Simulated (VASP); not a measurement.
Method: rev-vdW-DF2, VASP's PBE PAW potentials (set 64) (plane waves; VASP).

The input files of a VASP run:

KPOINTS:
```
Automatic mesh
0
Gamma
5 5 8
0 0 0
```

INCAR:
```
! general
SYSTEM  =TiO2
PREC    =Accurate
ENCUT   =520
LREAL   =.FALSE.
LASPH   =.TRUE.   ! aspherical one-centre terms

! electronic loop
EDIFF   =1E-7   ! SCF stop (eV)
NELM    =100   ! most electronic steps
ALGO    =Normal   ! blocked Davidson
LMAXMIX =4

! smearing
ISMEAR  =0   ! Gaussian
SIGMA   =0.05   ! width (eV)

! functional
GGA     =MK
LUSE_VDW=.TRUE.
AGGAC   =0.0
PARAM1  =0.1234568
PARAM2  =0.7114
ZAB_VDW =-1.8867

! ions
IBRION  =2
NSW     =30
ISIF    =4
EDIFFG  =-0.01   ! ionic stop

! output
LWAVE   =.FALSE.
LCHARG  =.FALSE.
```

File POSCAR:
```
TiO2
1
    4.5683993240     0.0000000000     0.0000000000
    0.0000000000     4.5683993240     0.0000000000
    0.0000000000     0.0000000000     2.9306919251
Ti O
2 4
Direct
  0.0000000000   0.0000000000   0.0000000000
  0.5000000000   0.5000000000   0.5000000000
  0.3042272085   0.3042272085   1.0000000000
  0.8042272085   0.1957727915   0.5000000000
  0.1957727915   0.8042272085   0.5000000000
  0.6957727915   0.6957727915   0.0000000000
```

POTCAR, in this order: Ti_sv O (PBE.64 set). Program: vasp_std.

What VASP printed:

**OUTCAR**
```
 ion  position               nearest neighbor table
   1  0.000  0.000  0.000-   4 1.94   5 1.94   4 1.94   5 1.94   3 1.97   6 1.97
   2  0.500  0.500  0.500-   3 1.94   6 1.94   3 1.94   6 1.94   5 1.97   4 1.97
   3  0.304  0.304  0.000-   2 1.94   2 1.94   1 1.97
   4  0.804  0.196  0.500-   1 1.94   1 1.94   2 1.97
   5  0.196  0.804  0.500-   1 1.94   1 1.94   2 1.97
   6  0.696  0.696  0.000-   2 1.94   2 1.94   1 1.97
  LATTYP: Found a simple tetragonal cell.
 ALAT       =     4.5683993240
 C/A-ratio  =     0.6415139565
 Subroutine PRICEL returns:
 Original cell was already a primitive cell.
 Subroutine GETGRP returns: Found 16 space group operations
The static configuration has the point symmetry D_2h.
 The point group associated with its full space group is D_4h.
The dynamic configuration has the point symmetry D_2h.
 Subroutine INISYM returns: Found 16 space group operations
 Subroutine IBZKPT returns following result:
 Found     30 irreducible k-points:

 Following reciprocal coordinates:
            Coordinates               Weight
  0.000000  0.000000  0.000000      1.000000
  0.200000  0.000000  0.000000      4.000000
  0.400000  0.000000  0.000000      4.000000
...
```

**OSZICAR**
```
       N       E                     dE             d eps       ncg     rms          rms(c)
DAV:   1     0.686032713849E+03    0.68603E+03   -0.25249E+04  1680   0.204E+03
DAV:   2     0.628623075934E+02   -0.62317E+03   -0.60239E+03  1776   0.585E+02
DAV:   3    -0.555708584493E+02   -0.11843E+03   -0.11448E+03  2668   0.218E+02
DAV:   4    -0.608226651111E+02   -0.52518E+01   -0.52466E+01  2224   0.493E+01
DAV:   5    -0.610279389595E+02   -0.20527E+00   -0.20523E+00  2388   0.818E+00    0.333E+01
DAV:   6    -0.441608409349E+02    0.16867E+02   -0.11763E+02  2040   0.105E+02    0.121E+01
DAV:   7    -0.437866118594E+02    0.37423E+00   -0.16635E+01  2108   0.330E+01    0.823E+00
DAV:   8    -0.438729167910E+02   -0.86305E-01   -0.46171E+00  2064   0.201E+01    0.451E+00
DAV:   9    -0.436502121441E+02    0.22270E+00   -0.20478E+00  2100   0.128E+01    0.115E+00
DAV:  10    -0.436570143104E+02   -0.68022E-02   -0.11535E-01  2076   0.269E+00    0.218E-01
DAV:  11    -0.436568560020E+02    0.15831E-03   -0.65308E-03  2092   0.589E-01    0.712E-02
DAV:  12    -0.436569009053E+02   -0.44903E-04   -0.54411E-04  2376   0.195E-01    0.713E-02
DAV:  13    -0.436568553561E+02    0.45549E-04   -0.24551E-04  2248   0.132E-01    0.771E-03
DAV:  14    -0.436568560704E+02   -0.71433E-06   -0.10211E-05  2344   0.251E-02    0.633E-03
DAV:  15    -0.436568560424E+02    0.28017E-07   -0.17687E-06  2064   0.115E-02    0.144E-03
DAV:  16    -0.436568560497E+02   -0.73533E-08   -0.59467E-08  1188   0.252E-03
   1 F= -.43656856E+02 E0= -.43656856E+02  d E =-.436569E+02
       N       E                     dE             d eps       ncg     rms          rms(c)
DAV:   1    -0.436651466238E+02   -0.82906E-02   -0.17227E+00  1684   0.107E+01    0.643E-01
DAV:   2    -0.436630383492E+02    0.21083E-02   -0.51228E-02  1848   0.194E+00    0.406E-01
DAV:   3    -0.436601103329E+02    0.29280E-02   -0.65116E-03  1968   0.748E-01    0.119E-01
DAV:   4    -0.436599727138E+02    0.13762E-03   -0.16719E-03  2168   0.349E-01    0.366E-02
DAV:   5    -0.436599604711E+02    0.12243E-04   -0.14664E-04  2012   0.113E-01    0.202E-02
DAV:   6    -0.436599561923E+02    0.42788E-05   -0.17710E-05  2092   0.329E-02    0.462E-03
DAV:   7    -0.436599563153E+02   -0.12298E-06   -0.25471E-06  2044   0.125E-02    0.233E-03
DAV:   8    -0.436599562820E+02    0.33236E-07   -0.17995E-07  1364   0.363E-03
   2 F= -.43659956E+02 E0= -.43659956E+02  d E =-.310023E-02
       N       E                     dE             d eps       ncg     rms          rms(c)
DAV:   1    -0.436600495942E+02   -0.93279E-04   -0.17713E-02  1700   0.109E+00    0.651E-02
DAV:   2    -0.436600287997E+02    0.20795E-04   -0.53220E-04  1888   0.198E-01    0.412E-02
DAV:   3    -0.436599993075E+02    0.29492E-04   -0.70266E-05  2008   0.768E-02    0.137E-02
DAV:   4    -0.436599970615E+02    0.22460E-05   -0.19714E-05  2152   0.385E-02    0.364E-03
DAV:   5    -0.436599969558E+02    0.10565E-06   -0.17556E-06  1916   0.124E-02    0.203E-03
DAV:   6    -0.436599969383E+02    0.17561E-07   -0.15707E-07  1132   0.345E-03
   3 F= -.43659997E+02 E0= -.43659997E+02  d E =-.314089E-02
```

File OUTCAR:
```
------------------------ aborting loop because EDIFF is reached ----------------------------------------
  FORCE on cell =-STRESS in cart. coord.  units (eV):
  Direction    XX          YY          ZZ          XY          YZ          ZX
  --------------------------------------------------------------------------------------
  Total        2.7406276      2.7406276      2.8041053      0.0000000      0.0000000      0.0000000
  in kB       71.7897306     71.7897306     73.4525057      0.0000000      0.0000000      0.0000000
  external PRESSURE =      72.3439890 kB  Pullay stress =       0.0000000 kB
  volume of cell :       61.16
      direct lattice vectors                 reciprocal lattice vectors
     4.560284966 -0.000000000  0.000000000     0.219284542 -0.000000000  0.000000000
     0.000000000  4.560284966  0.000000000     0.000000000  0.219284542  0.000000000
     0.000000000  0.000000000  2.941130676     0.000000000  0.000000000  0.340005294
 POSITION                                       TOTAL-FORCE (eV/Angst)
 -----------------------------------------------------------------------------------
      0.00000      0.00000      0.00000        -0.000000     -0.000000      0.000000
      2.28014      2.28014      1.47057        -0.000000     -0.000000      0.000000
      1.38290      1.38290      0.00000         0.006324      0.006324      0.000000
      3.66304      0.89724      1.47057         0.006324     -0.006324      0.000000
      0.89724      3.66304      1.47057        -0.006324      0.006324      0.000000
      3.17739      3.17739      0.00000        -0.006324     -0.006324     -0.000000
 -----------------------------------------------------------------------------------
    total drift:                                0.000000      0.000000      0.000000
  FREE ENERGIE OF THE ION-ELECTRON SYSTEM (eV)
  ---------------------------------------------------
  free  energy   TOTEN  =       -43.6599969383 eV

  energy  without entropy=      -43.6599969383  energy(sigma->0) =      -43.65999694

 reached required accuracy - stopping structural energy minimisation
```
(Selected blocks of OUTCAR.)

### CONTCAR
```
TiO2
   1.00000000000000
     4.5602849663776777   -0.0000000000000000    0.0000000000000000
     0.0000000000000000    4.5602849663776777    0.0000000000000000
     0.0000000000000000    0.0000000000000000    2.9411306760347156
  Ti              O
     2     4
Direct
     0.0000000000000000    0.0000000000000000    0.0000000000000000
     0.5000000000000000    0.5000000000000000    0.5000000000000000
     0.3032485615027670    0.3032485615027670    0.0000000000000000
     0.8032485615027670    0.1967514384972329    0.5000000000000000
     0.1967514384972329    0.8032485615027670    0.5000000000000000
     0.6967514384972330    0.6967514384972330    0.0000000000000000
```

The compound is TiO2 in the rutile structure. This cell is one point of a volume scan, at 0.97 of the reference volume. Symmetry was kept, so distortions that lower it aren't found.
